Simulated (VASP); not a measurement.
Calculation: PBE GGA, VASP's PBE PAW potentials (set 64) (plane waves; VASP).

VASP input:

**INCAR**
```
ALGO  =  Normal
EDIFF  =  1E-6
ENCUT  =  210
GGA  =  PE
ISIF  =  2
ISMEAR  =  0
LASPH  =  .TRUE.
LCHARG  =  .FALSE.
LMAXMIX  =  4
LREAL  =  .FALSE.
LWAVE  =  .FALSE.
NELM  =  100
PREC  =  Accurate
SIGMA  =  0.01
SYSTEM  =  Se
```

**KPOINTS**
```
K-points
0
gamma
  8 8 8
0 0 0
```

**POSCAR**
```
Se
1.0
  4.5426600000   0.0000000000   0.0000000000
 -2.2713300000   3.9340600000   0.0000000000
  0.0000000000   0.0000000000   5.0206220000
Se
3
Cartesian
  0.9898001874   0.0000000000   1.6735389931
 -0.4949000937   0.8571923334   3.3470830069
  1.7764299063   3.0768676666   0.0000000000
```

POTCAR, in this order: Se (PBE.64 set). Program: vasp_std.

Question: What will the output report for the number of irreducible k-points (NKPTS), largest plane-wave count, number of space-group operations, FFT grid (NGX, NGY, NGZ)?

Answer: 
| Item | Result |
|---|---|
| number of irreducible k-points (NKPTS) | 65 |
| largest plane-wave count | 648 |
| number of space-group operations | 6 |
| FFT grid (NGX, NGY, NGZ) | 24 × 24 × 24 |

The structure comes from a computed database's Se entry; how it stands against other phases isn't given here. The cell was not relaxed at this level. The run is one of a series of settings (ENCUT = 210, KPOINTS 8×8×8 Γ-centred mesh against the base run), some of them coarse on purpose.
